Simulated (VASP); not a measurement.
# KAl4 (P4/mmm) in VASP: notebook

Runs on KAl4. Level: PBE. Tasks: single point, relaxation of cell and atoms.

All numbers are computed with VASP 6.6.1; they aren't measurements. Logs are shortened: lines on timing, memory, paths and dates and some standing lists are left out, and cuts for length are marked.

## (1) The cell of the first run

Symmetry: P4/mmm, No. 123, tetragonal system. Conventional cell: a = 4.014 Å, b = 4.014 Å, c = 7.522 Å, α = 90.00°, β = 90.00°, γ = 90.00°. K (site symmetry 4/mmm) has 2 Al at 2.92 Å as nearest neighbours. Around Al (site symmetry 4mm) lie 1 Al at 1.68 Å. Al (site symmetry 4mm) is surrounded by 1 Al at 1.97 Å.

The cell was built by a generator and needn't be a form met in nature.

## (2) Single point, PBE (random cell by space group and Wyckoff sites (P4/mmm, No. 123))

INCAR reads:

```
PREC = Accurate
ENCUT = 520
EDIFF = 1E-6
ISMEAR = 0
SIGMA = 0.1
LREAL = False
LASPH = True
NELM = 80
ALGO = Normal
ISIF = 2
LWAVE = False
LCHARG = False
GGA = PE
NBANDS = 18
```

KPOINTS reads:

```
Automatic mesh
0
Gamma
  4 4 2
```

POSCAR reads:

```
KAl4
1.0
    4.0142941100      0.0000000000      0.0000000000
    0.0000000000      4.0142941100      0.0000000000
    0.0000000000      0.0000000000      7.5218945000
K Al
1 4
Direct
    0.0000000000      0.0000000000      0.5000000000
    0.0000000000      0.0000000000      0.1113704800
    0.0000000000      0.0000000000      0.8886295200
    0.5000000000      0.5000000000      0.8691554200
    0.5000000000      0.5000000000      0.1308445800
```

Potentials or basis: VASP PAW PBE potentials, release 64 (K_sv, Al).

Started as:

```bash
cat potpaw_PBE.64/K_sv/POTCAR potpaw_PBE.64/Al/POTCAR > POTCAR
mpirun -np 1 vasp_std > vasp.out
```

OUTCAR:

```text
PREC = Accurate
   ENCUT = 520
   EDIFF = 1E-6
   ISMEAR = 0
   LREAL = False
   LASPH = True
   NELM = 80
   ISIF = 2
   GGA = PE

 ion  position               nearest neighbor table
   1  0.000  0.000  0.500-   2 2.92   3 2.92
   2  0.000  0.000  0.111-   3 1.68   5 2.84   5 2.84   5 2.84   5 2.84   1 2.92
   3  0.000  0.000  0.889-   2 1.68   4 2.84   4 2.84   4 2.84   4 2.84   1 2.92
   4  0.500  0.500  0.869-   5 1.97   3 2.84   3 2.84   3 2.84   3 2.84
   5  0.500  0.500  0.131-   4 1.97   2 2.84   2 2.84   2 2.84   2 2.84

 -----------------------------------------------------------------------------
|                                                                             |
|           W    W    AA    RRRRR   N    N  II  N    N   GGGG   !!!           |
|           W    W   A  A   R    R  NN   N  II  NN   N  G    G  !!!           |
|           W    W  A    A  R    R  N N  N  II  N N  N  G       !!!           |
|           W WW W  AAAAAA  RRRRR   N  N N  II  N  N N  G  GGG   !            |
|           WW  WW  A    A  R   R   N   NN  II  N   NN  G    G                |
|           W    W  A    A  R    R  N    N  II  N    N   GGGG   !!!           |
|                                                                             |
|     The distance between some ions is very small. Please check the          |
|     nearest-neighbor list in the OUTCAR file.                               |
|     I HOPE YOU KNOW WHAT YOU ARE DOING!                                     |
|                                                                             |
 -----------------------------------------------------------------------------

  LATTYP: Found a simple tetragonal cell.
 ALAT       =     4.0142941100
 C/A-ratio  =     1.8737776291

  Lattice vectors:

 A1 = (   4.0142941100,   0.0000000000,   0.0000000000)
 A2 = (   0.0000000000,   4.0142941100,   0.0000000000)
 A3 = (   0.0000000000,   0.0000000000,   7.5218945000)

Analysis of symmetry for initial positions (statically):
=====================================================================
 Subroutine PRICEL returns:
 Original cell was already a primitive cell.

 Routine SETGRP: Setting up the symmetry group for a
 simple tetragonal supercell.

 Subroutine GETGRP returns: Found 16 space group operations
 (whereof 16 operations were pure point group operations)
 out of a pool of 16 trial point group operations.

The static configuration has the point symmetry D_4h.

[... 110 lines left out ...]
   NFREE  =      0    steps in history (QN), initial steepest desc. (CG)
   ISIF   =      2    stress and relaxation
   ISYM   =      2    0-nonsym 1-usesym 2-fastsym
   POTIM  = 0.5000    time-step for ionic-motion
   TEBEG  =    0.0;   TEEND  =   0.0 temperature during run
   PSTRESS=    0.0 pullay stress
   NELECT =      21.0000    total number of electrons
   NUPDOWN=      -1.0000    fix difference up-down
   EMIN   =  10.00;   EMAX   =-10.00  energy-range for DOS
   EFERMI =   0.00;   METHOD = LEGACY
   ISMEAR =     0;   SIGMA  =   0.10  broadening in eV -4-tet -1-fermi 0-gaus
   EFERMI_NEDOS =   21; number of points for ismear=-14 and -15
   IALGO  =     38    algorithm
   IMIX   =      4    mixing-type and parameters
     AMIX     =   0.40;   BMIX     =  1.00
     AMIX_MAG =   1.60;   BMIX_MAG =  1.00
  volume/ion in A,a.u.               =      24.24       163.60
  Fermi-wavevector in a.u.,A,eV,Ry     =   0.912640  1.724639 11.332447  0.832911
  Thomas-Fermi vector in A             =   2.037059
   LORBIT       =      0    0 simple, 1 ext, 2 COOP (PROOUT), +10 PAW based schemes
   GGA     = PE    functional components
   LHFCALC =     F    Hartree Fock is set to
   AEXX    =    0.0000 exact exchange contribution
   IVDW    =     0    specifies the selected vdW correction
   LEPSILON=     F    determine dielectric tensor
   LRPA    =     F    only Hartree local field effects (RPA)
 non-spin polarized calculation
 Gauss-broadening in eV      SIGMA  =   0.10
  energy-cutoff  :      520.00
  volume of cell :      121.21
 maximum number of plane-waves:      3307
 NGX is ok and might be reduce to    30
   NGX = 15   NGY = 15   NGZ = 27

 number of electron      21.0000001 magnetization

 Free energy of the ion-electron system (eV)
  ---------------------------------------------------
  ext. energy  EPLUGINS =         0.00000000
  ---------------------------------------------------
  free energy    TOTEN  =        -5.27378856 eV

  energy without entropy =       -5.24363920  energy(sigma->0) =       -5.25871388

 E-fermi :   3.9590     XC(G=0):  -8.5083

 val. band max:        3.9207266364   @ k =   0.2500   0.0000   0.5000
 cond. band min:       3.9717338414   @ k =   0.5000   0.0000   0.5000
 fundamental gap:      0.0510072050
 Fermi energy:         3.9590005365

 k-point     1 :       0.0000    0.0000    0.0000
  band No.  band energies     occupation
      1     -27.1610      2.00000
      2     -10.8245      2.00000
      3     -10.5878      2.00000
      4     -10.5878      2.00000
      5      -5.8838      2.00000
      6      -1.3082      2.00000
[... 229 lines left out ...]
      5      -2.3638      2.00000
      6      -1.9900      2.00000
[... 10 lines left out ...]
     17       7.4689      0.00000
     18       9.9127      0.00000

------------------------ aborting loop because EDIFF is reached ----------------------------------------

  FORCE on cell =-STRESS in cart. coord.  units (eV):
  Direction    XX          YY          ZZ          XY          YZ          ZX
  --------------------------------------------------------------------------------------
  -------------------------------------------------------------------------------------
  Total       -1.4124533     -1.4124533     59.3810945      0.0000000      0.0000000     -0.0000000
  in kB      -18.6697743    -18.6697743    784.8978992      0.0000000      0.0000000     -0.0000000
  external PRESSURE =     249.1861168 kB  Pullay stress =       0.0000000 kB

 VOLUME and BASIS-vectors are now :
 -----------------------------------------------------------------------------
  energy-cutoff  :      520.00
  volume of cell :      121.21
      direct lattice vectors                 reciprocal lattice vectors
     4.014294110  0.000000000  0.000000000     0.249109799  0.000000000  0.000000000
     0.000000000  4.014294110  0.000000000     0.000000000  0.249109799  0.000000000
     0.000000000  0.000000000  7.521894500     0.000000000  0.000000000  0.132945231

 POSITION                                       TOTAL-FORCE (eV/Angst)
 -----------------------------------------------------------------------------------
      0.00000      0.00000      3.76095        -0.000000      0.000000      0.000000
      0.00000      0.00000      0.83772         0.000000      0.000000     20.837474
      0.00000      0.00000      6.68418        -0.000000      0.000000    -20.837474
      2.00715      2.00715      6.53770        -0.000000      0.000000     -9.117970
      2.00715      2.00715      0.98420        -0.000000     -0.000000      9.117970
 -----------------------------------------------------------------------------------
    total drift:                               -0.000000     -0.000000     -0.000000

  FREE ENERGIE OF THE ION-ELECTRON SYSTEM (eV)
  ---------------------------------------------------
  free  energy   TOTEN  =        -5.2737885610 eV

  energy  without entropy=       -5.2436391963  energy(sigma->0) =       -5.25871388
```

stdout:

```text
POSCAR found type information on POSCAR K Al
 POSCAR found :  2 types and       5 ions
 scaLAPACK will be used
 LDA part: xc-table for (Slater+PW92), standard interpolation
 -----------------------------------------------------------------------------
|                                                                             |
|           W    W    AA    RRRRR   N    N  II  N    N   GGGG   !!!           |
|           W    W   A  A   R    R  NN   N  II  NN   N  G    G  !!!           |
|           W    W  A    A  R    R  N N  N  II  N N  N  G       !!!           |
|           W WW W  AAAAAA  RRRRR   N  N N  II  N  N N  G  GGG   !            |
|           WW  WW  A    A  R   R   N   NN  II  N   NN  G    G                |
|           W    W  A    A  R    R  N    N  II  N    N   GGGG   !!!           |
|                                                                             |
|     The distance between some ions is very small. Please check the          |
|     nearest-neighbor list in the OUTCAR file.                               |
|     I HOPE YOU KNOW WHAT YOU ARE DOING!                                     |
|                                                                             |
 -----------------------------------------------------------------------------

 POSCAR, INCAR and KPOINTS ok, starting setup
 FFT: planning ... GRIDC
 FFT: planning ... GRID_SOFT
 FFT: planning ... GRID
 WAVECAR not read
 entering main loop
```

Run time: 46 s. Hardware: 1 thread of Intel Xeon Platinum 8375C at 2.90GHz (Ice Lake), shared host; peak memory 0.2 GiB.

Results:

* Free energy: -5.2738 eV
* Pressure: 24.9 GPa
* Largest force: 20.837 eV/Å
* Band gap on the k mesh: none (metal or under the smearing width)

Forces on the atoms (eV/Å):
```
K     0.000   0.000   0.000
Al    0.000   0.000  20.837
Al    0.000   0.000 -20.837
Al    0.000   0.000  -9.118
Al    0.000   0.000   9.118
```

Stress tensor (GPa, compression positive):
```
-1.87  0.00  0.00
 0.00 -1.87  0.00
 0.00  0.00 78.49
```

Levels at points of the mesh, in eV from the Fermi level:
| k point | band 6 | band 7 | band 8 | band 9 | band 10 | band 11 | band 12 | band 13 | band 14 | band 15 |
| --- | --- | --- | --- | --- | --- | --- | --- | --- | --- | --- |
| (0.00, 0.00, 0.00) | -5.27 | -2.58 | -2.05 | -1.75 | -1.75 | 1.67 | 2.02 | 2.22 | 2.22 | 3.13 |
| (0.50, 0.00, 0.00) | -7.52 | -3.32 | -3.03 | -0.44 | -0.44 | 0.05 | 0.57 | 1.63 | 1.94 | 3.68 |
| (0.50, 0.50, 0.00) | -5.97 | -4.58 | -4.58 | -1.37 | -1.21 | -0.83 | -0.83 | 0.36 | 0.90 | 2.99 |
| (0.00, 0.00, 0.50) | -5.70 | -2.06 | -1.77 | -1.77 | -1.39 | 0.57 | 1.79 | 2.47 | 2.47 | 2.85 |
| (0.50, 0.00, 0.50) | -7.53 | -3.54 | -3.35 | -0.13 | 0.01 | 0.49 | 0.59 | 1.77 | 2.33 | 3.06 |
| (0.50, 0.50, 0.50) | -5.95 | -4.61 | -4.61 | -1.87 | -1.75 | -0.69 | -0.69 | 1.52 | 2.06 | 2.72 |

Caveat: the k mesh is coarse (spacing up to 0.42 Å⁻¹), so the values aren't converged; so large a pressure means that the cell lies far from this level's equilibrium, or that cutoff or potentials fall short; forces of over 1 eV/Å show positions far from the minimum, so gaps and moduli don't describe the material at rest.

(Part 1 of 2 ends here.)
